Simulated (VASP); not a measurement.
A run of VASP 6.6.1:

The input INCAR:

```
PREC     = Accurate       # precision mode
ENCUT    = 520            # plane-wave cutoff, eV
EDIFF    = 1E-8           # SCF threshold, eV
ISMEAR   = 0              # smearing method
SIGMA    = 0.02           # smearing width, eV
LREAL    = F              # projectors in reciprocal space
LASPH    = T              # aspherical terms in the spheres
NELM     = 80             # most SCF steps
ALGO     = Normal         # electronic algorithm
ISIF     = 3              # what is computed and relaxed
LWAVE    = F              # write WAVECAR
LCHARG   = F              # write CHGCAR
GGA      = PE             # functional
NBANDS   = 16             # bands
IBRION   = 6              # ionic algorithm
NFREE    = 2            
POTIM    = 0.015          # step
NSW      = 1              # ionic steps
KPAR     = 4
```

File KPOINTS:

```
regular mesh
0
Gamma
  12 12 6
```

File POSCAR:

```
AlN                                     
1.0
    3.1285727007      0.0000000000      0.0000000000
   -1.5642863504      2.7094234344      0.0000000000
    0.0000000000      0.0000000000      5.0164566756
  Al              N             
     2     2
Direct
     0.3333333300000021    0.6666666699999979    0.9992574419978411
     0.6666666699999979    0.3333333300000021    0.4992574419978411
     0.3333333300000021    0.6666666699999979    0.3807425580021615
     0.6666666699999979    0.3333333300000021    0.8807425580021615
```

Potentials or basis: VASP PAW PBE potentials, release 64 (Al, N).

Run with:

```console
$ cat potpaw_PBE.64/Al/POTCAR potpaw_PBE.64/N/POTCAR > POTCAR
$ mpirun -np 4 vasp_std > vasp.out
```

Hardware: 4 MPI ranks on AMD EPYC 7R13 Processor (Zen 3), with other jobs on the host.

Problem. How long does it take, and how much memory?

Solution. Run time: 9.4 min on 4 MPI ranks on AMD EPYC 7R13 Processor (Zen 3), on a shared host, peak memory 0.49 GiB a rank. Counts: scf iterations 209, k points 76.
